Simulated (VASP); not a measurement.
Consider the following.

```xyz
1
Lattice="-2.2514 2.2514 2.2514 2.2514 -2.2514 2.2514 2.2514 2.2514 -2.2514" Properties=species:S:1:pos:R:3 pbc="T T T"
Eu     0.0000     0.0000     0.0000
```

Method: r2SCAN meta-GGA, VASP's PBE PAW potentials (set 64) (plane waves; VASP 6.6.1). Run with 520 eV cut-off, 12×12×12 Γ-centred mesh, first-order Methfessel-Paxton smearing of 0.10 eV, potentials Eu_2.

The 4f electrons are frozen in the core of the lanthanide potential, so 4f levels, which can set the real gap, and their magnetism are missing.

Question: Predict the energy per atom (σ→0), band gap (on the k-mesh) with the smallest direct gap where there is one.

Answer: 
The band gap (on the k-mesh) is none (metal, semimetal or under 0.01 eV) and the energy per atom (σ→0) comes out as -27.146 eV/atom.

The absolute energy has meaning only against runs of the same code, potentials and settings.

The compound is Eu in the bcc structure. This cell is one point of a volume scan, at 1.03 of the reference volume.
